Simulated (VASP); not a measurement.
```
CELL_PARAMETERS angstrom
      2.39500    -3.63500     0.00000
      2.39500     3.63500     0.00000
      0.00000     0.00000     9.79000
ATOMIC_POSITIONS crystal
  I  0.84741 0.84946 0.88307
  I  0.64611 0.64678 0.38114
  I  0.34190 0.34330 0.61806
  I  0.16459 0.16045 0.11773
```

The numbers are results of LDA (Ceperley-Alder, Perdew-Zunger), VASP's LDA PAW potentials (set 64) (plane waves; VASP), not measurements. Numerical set-up: 300 eV cut-off, 4×4×2 Γ-centred mesh, Gaussian smearing of 0.020 eV, potentials I.

Which forces act on the atoms, in eV/Å?

| atom | Fx | Fy | Fz |
|---|---|---|---|
| I1 | 0.026 | -0.009 | -0.254 |
| I2 | 0.056 | -0.006 | -0.261 |
| I3 | -0.093 | 0.001 | 0.268 |
| I4 | 0.012 | 0.013 | 0.246 |

Give the stress tensor in GPa (positive for a compressed cell).

```
-2.32   0.00  -0.07
 0.00  -0.73   0.00
-0.07   0.00  -2.34
```
The pressure is its mean diagonal, -1.80 GPa.

The structure is a typed I crystal. The cell was not relaxed at this level, atoms are displaced from their ideal sites.
